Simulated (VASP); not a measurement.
A VASP calculation is set up with these files.

INCAR:
```
SYSTEM = Zr
PREC = Accurate
ENCUT = 520
EDIFF = 1E-7
NELM = 100
ALGO = Normal
LREAL = .FALSE.
LASPH = .TRUE.
ISMEAR = 1
SIGMA = 0.1
GGA = CX
LUSE_VDW = .TRUE.
AGGAC = 0.0
LMAXMIX = 4
LWAVE = .FALSE.
LCHARG = .FALSE.
ISIF = 4
IBRION = 2
NSW = 30
EDIFFG = -0.01
```

**POSCAR**
```
Zr
1
    1.5603822464    -2.7026612789     0.0000000000
    1.5603822464     2.7026612789     0.0000000000
    0.0000000000     0.0000000000     5.0298758920
Zr
2
Direct
  0.3333330000   0.6666670000   0.2500000000
  0.6666670000   0.3333330000   0.7500000000
```

### KPOINTS
```
Automatic mesh
0
Gamma
13 13 7
0 0 0
```

POTCAR, in this order: Zr_sv (PBE.64 set). Program: vasp_std.

### Question
Translate this vdW-DF-cx calculation to Quantum ESPRESSO's pw.x.

### Answer
One equivalent input (not run):
```
&CONTROL
  calculation = 'vc-relax'
  pseudo_dir = './pseudo'
  outdir = './out'
  tprnfor = .true.
  tstress = .true.
  nstep = 30
  forc_conv_thr = 0.00039
/
&SYSTEM
  ibrav = 0
  nat = 2
  ntyp = 1
  ecutwfc = 66
  occupations = 'smearing'
  smearing = 'methfessel-paxton'
  degauss = 0.00735
  input_dft = 'vdw-df-cx'
/
&ELECTRONS
  conv_thr = 7.3e-09
  electron_maxstep = 100
/
&IONS
/
&CELL
  cell_dofree = 'shape'
/
ATOMIC_SPECIES
  Zr 91.224 Zr.upf
CELL_PARAMETERS angstrom
     1.5603822   -2.7026613    0.0000000
     1.5603822    2.7026613    0.0000000
     0.0000000    0.0000000    5.0298759
ATOMIC_POSITIONS crystal
  Zr   0.3333330  0.6666670  0.2500000
  Zr   0.6666670  0.3333330  0.7500000
K_POINTS automatic
  13 13 7 0 0 0
```
What does not carry over: the potentials are each code's own (VASP's PAW set, PseudoDojo norm-conserving files in pw.x), so ENCUT and ecutwfc are chosen apart and not converted; conv_thr bounds pw.x's estimated SCF error, while EDIFF bounds the energy change between steps; forc_conv_thr acts on force components and is met together with etot_conv_thr.

The compound is Zr in the hcp structure. This cell is one point of a volume scan, at 0.94 of the reference volume. Symmetry was kept, so distortions that lower it aren't found.
